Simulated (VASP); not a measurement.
# RuS2 (Laurite) with r2SCAN: from relaxation to properties

Aim: relax RuS2 (Laurite), then compute properties on the relaxed cell. The steps: full relaxation (r2SCAN), density, ELF and potential (r2SCAN), band structure (r2SCAN), density of states (r2SCAN), optical spectrum (r2SCAN) and electric field gradients (r2SCAN). The start is a cell from a database of measured crystal structures.

Calculated with VASP 6.6.1; r2SCAN; plane waves and PAW (Ru_pv, S).

## Step 1: Starting point

Before any relaxation, the start is as follows. Symmetry: Pa-3, No. 205, cubic system. Conventional cell: a = 5.611 Å, b = 5.611 Å, c = 5.611 Å, α = 90.00°, β = 90.00°, γ = 90.00°. Ru has 6 S at 2.35 Å nearest. Nearest to S lie 1 S at 2.17 Å and 3 Ru at 2.35 Å. Farther neighbours and most contacts between anions are not listed.

## Step 2: Full relaxation (r2SCAN)

The start need not lie at this functional's minimum. ISIF = 3 frees volume, shape and positions, and EDIFFG sets the threshold on forces and stress at which the search stops. r2SCAN adds the kinetic-energy density, costs more than a GGA and is run with LASPH.

INCAR reads:

```
SYSTEM = RuS2
PREC = Accurate
ENCUT = 400
EDIFF = 1E-06
NELM = 100
ISMEAR = 0
SIGMA = 0.05
LREAL = .FALSE.
ALGO = Normal
METAGGA = R2SCAN
LASPH = .TRUE.
NBANDS = 64
LORBIT = 11
LWAVE = .FALSE.
LCHARG = .FALSE.
KPAR = 8
IBRION = 2
NSW = 60
ISIF = 3
EDIFFG = -0.01
```

POSCAR reads:

```
RuS2
1.0
    5.6106000000      0.0000000000      0.0000000000
    0.0000000000      5.6106000000      0.0000000000
    0.0000000000      0.0000000000      5.6106000000
Ru S
4 8
Direct
    0.0000000000      0.0000000000      0.0000000000
    0.5000000000      0.0000000000      0.5000000000
    0.5000000000      0.5000000000      0.0000000000
    0.0000000000      0.5000000000      0.5000000000
    0.3883100000      0.3883100000      0.3883100000
    0.1116900000      0.6116900000      0.8883100000
    0.8883100000      0.1116900000      0.6116900000
    0.6116900000      0.8883100000      0.1116900000
    0.6116900000      0.6116900000      0.6116900000
    0.8883100000      0.3883100000      0.1116900000
    0.1116900000      0.8883100000      0.3883100000
    0.3883100000      0.1116900000      0.8883100000
```

KPOINTS reads:

```
Automatic mesh
0
Gamma
4 4 4
0 0 0
```

PAW data sets: Ru_pv and S (PBE family, release 64).

Started as:

```bash
$ mpirun -np 8 vasp_std
```

The program printed:

```text
[banner, memory and clock lines left out]
running    8 mpi-ranks, on    1 nodes
 distrk:  each k-point on    1 cores,    8 groups
 distr:  one band on    1 cores,    1 groups

 POSCAR found type information on POSCAR RuS
 POSCAR found :  2 types and      12 ions
|                                                                             |
|           W    W    AA    RRRRR   N    N  II  N    N   GGGG   !!!           |
|           W    W   A  A   R    R  NN   N  II  NN   N  G    G  !!!           |
|           W    W  A    A  R    R  N N  N  II  N N  N  G       !!!           |
|           W WW W  AAAAAA  RRRRR   N  N N  II  N  N N  G  GGG   !            |
|           WW  WW  A    A  R   R   N   NN  II  N   NN  G    G                |
|           W    W  A    A  R    R  N    N  II  N    N   GGGG   !!!           |
|                                                                             |
|     For optimal performance we recommend to set                             |
|       NCORE = 2 up to number-of-cores-per-socket                            |
|     NCORE specifies how many cores store one orbital (NPAR=cpu/NCORE).      |
|     This setting can greatly improve the performance of VASP for DFT.       |
|     The default, NCORE=1 might be grossly inefficient on modern             |
|     multi-core architectures or massively parallel machines. Do your        |
|     Unfortunately you need to use the default for GW and RPA                |
|     calculations (for HF NCORE is supported but not extensively tested      |
|     yet).                                                                   |
|                                                                             |

|                                                                             |
|               ----> ADVICE to this user running VASP <----                  |
|                                                                             |
|     You enforced a specific xc type in the INCAR file but a different       |
|     [... a line on the potential file left out ...]
|     I HOPE YOU KNOW WHAT YOU ARE DOING!                                     |
|                                                                             |

 LDA part: xc-table for (None), standard interpolation
 POSCAR, INCAR and KPOINTS ok, starting setup
 FFT: planning ... GRIDC
 FFT: planning ... GRID_SOFT
 FFT: planning ... GRID
 WAVECAR not read
 entering main loop
       N       E                     dE             d eps       ncg     rms          rms(c)
DAV:   1     0.775754372293E+03    0.77575E+03   -0.50270E+04  1584   0.134E+03
DAV:   2    -0.140347858764E+03   -0.91610E+03   -0.88506E+03  1576   0.391E+02
DAV:   3    -0.203051763814E+03   -0.62704E+02   -0.61197E+02  1704   0.944E+01
DAV:   4    -0.204746122956E+03   -0.16944E+01   -0.16839E+01  1640   0.157E+01
DAV:   5    -0.204788206459E+03   -0.42084E-01   -0.42072E-01  1888   0.232E+00    0.430E+01
DAV:   6    -0.175019604869E+03    0.29769E+02   -0.30915E+01  1440   0.312E+01    0.182E+01
DAV:   7    -0.174245807491E+03    0.77380E+00   -0.63559E+00  1440   0.156E+01    0.136E+01
DAV:   8    -0.174203065937E+03    0.42742E-01   -0.54181E-01  1496   0.432E+00    0.203E+00
DAV:   9    -0.174184871964E+03    0.18194E-01   -0.14595E-01  1528   0.196E+00    0.452E-01
DAV:  10    -0.174186574729E+03   -0.17028E-02   -0.12253E-02  1528   0.558E-01    0.303E-01
DAV:  11    -0.174187125140E+03   -0.55041E-03   -0.15439E-03  1536   0.232E-01    0.109E-01
DAV:  12    -0.174187155103E+03   -0.29962E-04   -0.26535E-04  1552   0.881E-02    0.324E-02
DAV:  13    -0.174187158053E+03   -0.29504E-05   -0.24272E-05  1656   0.195E-02    0.268E-02
DAV:  14    -0.174187157278E+03    0.77501E-06   -0.57107E-06  1288   0.115E-02
   1 F= -.17418716E+03 E0= -.17418716E+03  d E =-.174187E+03
 curvature:   0.00 expect dE= 0.000E+00 dE for cont linesearch  0.000E+00
 trial: gam= 0.00000 g(F)=  0.225E-03 g(S)=  0.440E-01 ort = 0.000E+00 (trialstep = 0.100E+01)
 search vector abs. value=  0.442E-01
 bond charge predicted
       N       E                     dE             d eps       ncg     rms          rms(c)
DAV:   1    -0.174851647807E+03   -0.66449E+00   -0.13311E+01  1464   0.218E+01    0.696E+00
DAV:   2    -0.174361296500E+03    0.49035E+00   -0.41680E+00  1456   0.123E+01    0.271E+00
DAV:   3    -0.174183139708E+03    0.17816E+00   -0.38835E-01  1448   0.387E+00    0.122E+00
DAV:   4    -0.174178624395E+03    0.45153E-02   -0.11797E-01  1408   0.109E+00    0.498E-01
DAV:   5    -0.174176666970E+03    0.19574E-02   -0.89679E-03  1488   0.481E-01    0.301E-01
DAV:   6    -0.174176945556E+03   -0.27859E-03   -0.91137E-04  1560   0.118E-01    0.181E-01
DAV:   7    -0.174177069692E+03   -0.12414E-03   -0.40459E-04  1648   0.852E-02    0.457E-02
DAV:   8    -0.174177041819E+03    0.27873E-04   -0.11517E-04  1584   0.496E-02    0.293E-02
DAV:   9    -0.174177044820E+03   -0.30012E-05   -0.17435E-05  1560   0.138E-02    0.127E-02
DAV:  10    -0.174177046377E+03   -0.15572E-05   -0.18055E-06   808   0.481E-03    0.486E-03
DAV:  11    -0.174177047686E+03   -0.13087E-05   -0.50230E-07   704   0.308E-03    0.179E-03
DAV:  12    -0.174177047953E+03   -0.26692E-06   -0.12345E-07   704   0.158E-03
   2 F= -.17417705E+03 E0= -.17417705E+03  d E =0.101093E-01
[...]
3 F= -.17419610E+03 E0= -.17419610E+03  d E =-.894611E-02
[...]
4 F= -.17419610E+03 E0= -.17419610E+03  d E =-.893940E-02
 curvature:  -0.20 expect dE=-0.154E-04 dE for cont linesearch -0.156E-05
 ZBRENT: accuracy reached
 trial: gam=-0.01150 g(F)=  0.716E-04 g(S)=  0.477E-05 ort = 0.585E-03 (trialstep = 0.879E+00)
 search vector abs. value=  0.687E-04
 bond charge predicted
       N       E                     dE             d eps       ncg     rms          rms(c)
DAV:   1    -0.174196107902E+03   -0.10738E-04   -0.29961E-03  1416   0.162E-01    0.517E-02
DAV:   2    -0.174196137271E+03   -0.29370E-04   -0.24165E-04  1568   0.529E-02    0.212E-02
DAV:   3    -0.174196136643E+03    0.62829E-06   -0.77232E-06  1480   0.154E-02
   5 F= -.17419614E+03 E0= -.17419614E+03  d E =-.399642E-04
 trial-energy change:   -0.000040  1 .order   -0.000038   -0.000061   -0.000014
 step:   1.1504(harm=  1.1504)  dis= 0.00043  next Energy=  -174.196137 (dE=-0.400E-04)
 reached required accuracy - stopping structural energy minimisation
```

It took 1.7 min on 8 MPI ranks of Intel Xeon 6975P-C (Granite Rapids), shared host; peak memory 2.6 GiB.

The logs omit lines about the potential files and the build; timing stands in the text.

OUTCAR, selected parts (step 2):

```text
ion  position               nearest neighbor table
   1  0.000  0.000  0.000-   6 2.35   7 2.35   8 2.35  10 2.35  11 2.35  12 2.35
   2  0.500  0.000  0.500-   5 2.35   7 2.35   8 2.35   9 2.35  11 2.35  12 2.35
   3  0.500  0.500  0.000-   5 2.35   6 2.35   8 2.35   9 2.35  10 2.35  12 2.35
   4  0.000  0.500  0.500-   5 2.35   6 2.35   7 2.35   9 2.35  10 2.35  11 2.35
   5  0.388  0.388  0.388-   9 2.17   3 2.35   4 2.35   2 2.35
   6  0.112  0.612  0.888-  10 2.17   3 2.35   4 2.35   1 2.35
   7  0.888  0.112  0.612-  11 2.17   2 2.35   4 2.35   1 2.35
   8  0.612  0.888  0.112-  12 2.17   2 2.35   3 2.35   1 2.35
   9  0.612  0.612  0.612-   5 2.17   3 2.35   4 2.35   2 2.35
  10  0.888  0.388  0.112-   6 2.17   3 2.35   4 2.35   1 2.35
  11  0.112  0.888  0.388-   7 2.17   2 2.35   4 2.35   1 2.35
  12  0.388  0.112  0.888-   8 2.17   2 2.35   3 2.35   1 2.35

  LATTYP: Found a simple cubic cell.
 ALAT       =     5.6106000000

 Subroutine GETGRP returns: Found 24 space group operations
 (whereof  6 operations were pure point group operations)

The static configuration has the point symmetry S_6 .
 The point group associated with its full space group is T_h .

 Found     11 irreducible k-points:

   k-points           NKPTS =     11   k-points in BZ     NKDIM =     11   number of bands    NBANDS=     64

   dimension x,y,z NGX =    40 NGY =   40 NGZ =   40
   dimension x,y,z NGXF=    80 NGYF=   80 NGZF=   80

   ENCUT  =  400.0 eV  29.40 Ry    5.42 a.u.   9.15  9.15  9.15*2*pi/ulx,y,z

   NELECT =     104.0000    total number of electrons

 k-points in reciprocal lattice and weights: Automatic mesh
   0.00000000  0.00000000  0.00000000       0.016
   0.25000000  0.00000000  0.00000000       0.094
   0.50000000  0.00000000  0.00000000       0.047
   0.25000000  0.25000000  0.00000000       0.188
   0.50000000  0.25000000  0.00000000       0.094
  -0.25000000  0.50000000  0.00000000       0.094
   0.50000000  0.50000000  0.00000000       0.047
   0.25000000  0.25000000  0.25000000       0.125
   0.50000000  0.25000000  0.25000000       0.188
   0.50000000  0.50000000  0.25000000       0.094
   0.50000000  0.50000000  0.50000000       0.016

 average (electrostatic) potential at core
       1 -75.0374       2 -75.0374       3 -75.0374       4 -75.0374       5 -86.4557
       6 -86.4557       7 -86.4557       8 -86.4557       9 -86.4557      10 -86.4557
      11 -86.4557      12 -86.4557

 E-fermi :   8.9379

 k-point     1 :       0.0000    0.0000    0.0000
  band No.  band energies     occupation
    ...
     48       8.0978      2.00000
     49       8.1723      2.00000
     50       8.1723      2.00000
     51       8.1723      2.00000
     52       8.4427      2.00000
     53       9.6130      0.00000
     54      11.5493      0.00000
     55      11.5493      0.00000
     56      11.5493      0.00000
     57      11.6245      0.00000
    ...

 k-point     2 :       0.2500    0.0000    0.0000
  band No.  band energies     occupation
    ...
     48       8.1041      2.00000
     49       8.1674      2.00000
     50       8.2661      2.00000
     51       8.4471      2.00000
     52       8.5091      2.00000
     53      10.2623      0.00000
     54      11.1471      0.00000
     55      11.4395      0.00000
     56      11.5283      0.00000
     57      11.6169      0.00000
    ...

 k-point     3 :       0.5000    0.0000    0.0000
  band No.  band energies     occupation
    ...
     48       8.2300      2.00000
     49       8.4121      2.00000
     50       8.4121      2.00000
     51       8.6877      2.00000
     52       8.6877      2.00000
     53      11.0331      0.00000
     54      11.0331      0.00000
     55      11.2187      0.00000
     56      11.2187      0.00000
     57      12.1486      0.00000
    ...

  Total        0.0103540      0.0103540      0.0103540     -0.0000000     -0.0000000      0.0000000
  in kB        0.0930767      0.0930767      0.0930767     -0.0000000     -0.0000000      0.0000000
  external PRESSURE =       0.0930767 kB  Pullay stress =       0.0000000 kB

  energy-cutoff  :      400.00
  volume of cell :      178.23
      direct lattice vectors                 reciprocal lattice vectors
     5.627636598 -0.000000000 -0.000000000     0.177694487  0.000000000 -0.000000000
    -0.000000000  5.627636598  0.000000000     0.000000000  0.177694487  0.000000000
     0.000000000 -0.000000000  5.627636598     0.000000000  0.000000000  0.177694487

 POSITION                                       TOTAL-FORCE (eV/Angst)
 -----------------------------------------------------------------------------------
      5.62764     -0.00000     -0.00000         0.000000      0.000000      0.000000
      2.81382      5.62764      2.81382         0.000000      0.000000      0.000000
      2.81382      2.81382     -0.00000         0.000000      0.000000      0.000000
      5.62764      2.81382      2.81382         0.000000      0.000000      0.000000
      2.18467      2.18467      2.18467        -0.001869     -0.001869     -0.001869
      0.62915      3.44297      4.99849         0.001869      0.001869     -0.001869
      4.99849      0.62915      3.44297        -0.001869      0.001869      0.001869
      3.44297      4.99849      0.62915         0.001869     -0.001869      0.001869
      3.44297      3.44297      3.44297         0.001869      0.001869      0.001869
      4.99849      2.18467      0.62915        -0.001869     -0.001869      0.001869
      0.62915      4.99849      2.18467         0.001869     -0.001869     -0.001869
      2.18467      0.62915      4.99849        -0.001869      0.001869     -0.001869
 -----------------------------------------------------------------------------------
    total drift:                                0.000000      0.000000     -0.000000

  FREE ENERGIE OF THE ION-ELECTRON SYSTEM (eV)
  ---------------------------------------------------
  free  energy   TOTEN  =      -174.1961366432 eV

  energy  without entropy=     -174.1961366432  energy(sigma->0) =     -174.19613664

 reached required accuracy - stopping structural energy minimisation

 total charge
# of ion       s       p       d       tot
------------------------------------------
    1        0.326   6.308   6.122  12.756
    2        0.326   6.308   6.122  12.756
    3        0.326   6.308   6.122  12.756
    4        0.326   6.308   6.122  12.756
    5        1.333   2.320   0.000   3.653
    6        1.333   2.320   0.000   3.653
    7        1.333   2.320   0.000   3.653
    8        1.333   2.320   0.000   3.653
    9        1.333   2.320   0.000   3.653
   10        1.333   2.320   0.000   3.653
   11        1.333   2.320   0.000   3.653
   12        1.333   2.320   0.000   3.653
--------------------------------------------------
tot         11.965  43.790  24.489  80.244

[... 3 further parts left out ...]
```

CONTCAR:

```
RuS2
   1.00000000000000
     5.6276365975686833   -0.0000000000000000   -0.0000000000000000
    -0.0000000000000000    5.6276365975686833    0.0000000000000000
     0.0000000000000000   -0.0000000000000000    5.6276365975686833
  Ru              S
     4     8
Direct
     1.0000000000000000    0.0000000000000000    0.0000000000000000
     0.5000000000000000    1.0000000000000000    0.5000000000000000
     0.5000000000000000    0.5000000000000000    0.0000000000000000
     1.0000000000000000    0.5000000000000000    0.5000000000000000
     0.3882039240667580    0.3882039240667580    0.3882039240667580
     0.1117960759332420    0.6117960759332419    0.8882039240667581
     0.8882039240667581    0.1117960759332420    0.6117960759332419
     0.6117960759332419    0.8882039240667581    0.1117960759332420
     0.6117960759332419    0.6117960759332419    0.6117960759332419
     0.8882039240667581    0.3882039240667580    0.1117960759332420
     0.1117960759332420    0.8882039240667581    0.3882039240667580
     0.3882039240667580    0.1117960759332420    0.8882039240667581
```

The gap is read on the k-mesh alone, so it is an upper bound where the band edges lie off the mesh. The PAW data sets were made with PBE, which is usual practice but a small mismatch for other functionals. The run keeps the 24 symmetry operations of its start, so it cannot find a distortion of lower symmetry.

The steps of the relaxation:

| step | energy less that of the first step (eV) | largest force (eV/Å) | pressure (GPa) | volume (Å³) |
| --- | --- | --- | --- | --- |
| 1 | 0.0000 | 0.0241 | 1.73 | 176.62 |
| 2 | 0.0101 | 0.0022 | -2.45 | 180.71 |
| 3 | -0.0089 | 0.0132 | -0.01 | 178.27 |
| 4 | -0.0089 | 0.0136 | 0.02 | 178.23 |
| 5 | -0.0090 | 0.0032 | 0.01 | 178.23 |

| conventional cell, symmetrised | before | after | change |
| --- | --- | --- | --- |
| a (Å) | 5.611 | 5.628 | +0.3 % |
| b (Å) | 5.611 | 5.628 | +0.3 % |
| c (Å) | 5.611 | 5.628 | +0.3 % |
| volume (Å³/atom) | 14.72 | 14.85 | +0.9 % |

Final coordinates:

```xyz
12
Lattice="5.6276 0.0000 0.0000 0.0000 5.6276 0.0000 0.0000 0.0000 5.6276" Properties=species:S:1:pos:R:3 pbc="T T T"
Ru    0.0000    0.0000    0.0000
Ru    2.8138    0.0000    2.8138
Ru    2.8138    2.8138    0.0000
Ru    0.0000    2.8138    2.8138
S     2.1847    2.1847    2.1847
S     0.6291    3.4430    4.9985
S     4.9985    0.6291    3.4430
S     3.4430    4.9985    0.6291
S     3.4430    3.4430    3.4430
S     4.9985    2.1847    0.6291
S     0.6291    4.9985    2.1847
S     2.1847    0.6291    4.9985
```

Numbers from this step:

| Item | Value |
| --- | --- |
| electrons | 104 |
| bands | 64 |
| irreducible k-points | 11 |
| symmetry operations | 24 |
| free energy (TOTEN) | -174.1961 eV |
| Fermi energy | 8.938 eV |
| pressure | 0.009308 GPa |
| metallic | no |
| valence top at k | 0.5, 0, 0 |
| conduction bottom at k | 0, 0, 0 |
| least direct gap at k | 0, 0, 0 |
| SCF cycles over all ionic steps | 42 |
| gap on the k-mesh | 0.9253 eV |
| least direct gap on the k-mesh | 1.170 eV |

It ends with a largest force of 0.003 eV/Å and a pressure of 0.01 GPa. The volume lies +0.9 % from that of the database's start.

[end of part 1 of 5]

[Lines on the potential files, build, host, timing and source positions are cut from VASP's logs without a mark.]

[Logs are printed without paths, hosts, clocks, repeated set-up lines and the standing remarks that a program may print on its own settings, such as how far it seeks lower states.]

[Hosts, paths, dates, database ids (printed as entryN), source tags and the programs' standing remarks are cut or masked in the printed files.]

[A measured line is paired with the nearest computed mode of its activity, which favours agreement.]
